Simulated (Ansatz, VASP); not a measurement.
## One calculation of Ti3Fe, two programs

The input INCAR:

```
PREC     = Accurate       # precision mode
ENCUT    = 520            # plane-wave cutoff, eV
EDIFF    = 1E-7           # SCF threshold, eV
ISMEAR   = -1             # smearing method
SIGMA    = 0.05           # smearing width, eV
LREAL    = False          # projectors in reciprocal space
LASPH    = True           # aspherical terms in the spheres
NELM     = 150            # most SCF steps
ALGO     = Normal         # electronic algorithm
ISIF     = 2              # what is computed and relaxed
LWAVE    = False          # write WAVECAR
LCHARG   = False          # write CHGCAR
ISPIN    = 2              # spin polarisation
MAGMOM   = 3 1 1 1        # initial moments
LORBIT   = 11             # projections on sites
LMAXMIX  = 4              # l up to which the mixer works
GGA      = PE             # functional
NBANDS   = 34             # bands
```

KPOINTS

```
Automatic mesh
0
Gamma
  10 10 4
```

The input POSCAR:

```
Ti3Fe
1.0
    2.9784399324      0.0000000000      0.0000000000
   -1.4892199662      2.5794046450      0.0000000000
    0.0000000000      0.0000000000      7.9875851926
Fe Ti
1 3
Direct
    0.6666666667      0.3333333333      0.0000000000
    0.3333333333      0.6666666667      0.7848850000
    0.3333333333      0.6666666667      0.2151150000
    0.6666666667      0.3333333333      0.5000000000
```

File input.yaml:

```yaml
crystal:
  lattice:
    - [2.9784399324, 0.0, 0.0]
    - [-1.4892199662, 2.579404645, 0.0]
    - [0.0, 0.0, 7.9875851926]
  atoms:
    - { symbol: Fe, position: [0.6666666667, 0.3333333333, 0.0], spin: 3.0 }
    - { symbol: Ti, position: [0.3333333333, 0.6666666667, 0.784885], spin: 1.0 }
    - { symbol: Ti, position: [0.3333333333, 0.6666666667, 0.215115], spin: 1.0 }
    - { symbol: Ti, position: [0.6666666667, 0.3333333333, 0.5], spin: 1.0 }
hamiltonian:
  xc: pbe
  pseudopotentials: { kind: paw }
magnetization:
  spin_polarized: true
kpoints:
  mp_grid: { grid: [10, 10, 4] }
scf:
  occupations: { method: fermi_dirac, width: 0.05 }
output:
  forces: true
  stress: true
  eigenvalues: true
```

Change from the starting cell: volume scaled by 0.98.

Alike in both runs: task single point; functional PBE; k mesh 10 × 10 × 4; occupations fermi-dirac, width 0.05 eV; collinear spin, ferromagnetic start.

|  | VASP | Ansatz |
| --- | --- | --- |
| version | VASP 6.6.1 | Ansatz 0.2.0 |
| potentials or method | VASP PAW PBE potentials, release 64 (Fe, Ti_sv) | Ansatz PAW |
| plane-wave cutoff (eV) | 520 | 420 |
| valence electrons in the cell | 44 | 52 |

VASP gave:

| Item | Value |
| --- | --- |
| gap on the k mesh at the Fermi level (eV) | none |
| pressure (GPa) | 2.9 |
| largest component of the traceless stress (GPa) | 1.13 |
| rms of the force components (eV/Å) | 0.018 |
| net moment per atom (μB) | 0.06 |
| size of the moment on the site where the two differ most (μB) | 0.09 |

Problem. What did Ansatz give for the same quantities?

Solution. gap on the k mesh at the Fermi level (eV): none; pressure (GPa): 3.2; largest component of the traceless stress (GPa): 1.22; rms of the force components (eV/Å): 0.020; net moment per atom (μB): 0.06; size of the moment on the site where the two differ most (μB): 0.08.

Site moments also hang on the region over which each program counts them. Atom by atom the forces differ by 0.002 eV/Å (rms over components). A gap of «none» marks a metal or a gap that the smearing closes. The functional is the same, so the differences come from potentials, cutoffs and numerics. The two sets of potentials don't hold the same shells in valence.

Caveats: the starting moments weren't kept (Ansatz).
